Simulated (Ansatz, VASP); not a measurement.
One calculation of GaGe3, two programs

```
CELL_PARAMETERS angstrom
4.27847 0.00000 0.00000
0.00000 4.27847 0.00000
0.00000 0.00000 4.27847
ATOMIC_POSITIONS crystal
Ge 0.50000 0.50000 0.00000
Ge 0.50000 0.00000 0.50000
Ge 0.00000 0.50000 0.50000
Ga 0.00000 0.00000 0.00000
```

The cell comes from a database or a generator and needn't be the stable form of this composition.

Alike in both runs: task single point; functional PBE; k mesh 6 × 6 × 6; occupations fermi-dirac, width 0.05 eV; no spin polarisation.

|  | VASP | Ansatz |
| --- | --- | --- |
| version | VASP 6.6.1 | Ansatz 0.2.0 |
| potentials or method | VASP PAW PBE potentials, release 64 (Ge_d, Ga_d) | Ansatz PAW |
| plane-wave cutoff (eV) | 520 | 420 |
| valence electrons in the cell | 55 | 55 |

VASP gave:

| Property | Result |
| --- | --- |
| gap on the k mesh at the Fermi level (eV) | none |
| pressure (GPa) | 0.0 |

Which values does Ansatz return?

gap on the k mesh at the Fermi level (eV): none; pressure (GPa): -0.1.

A gap of «none» marks a metal or a gap that the smearing closes.
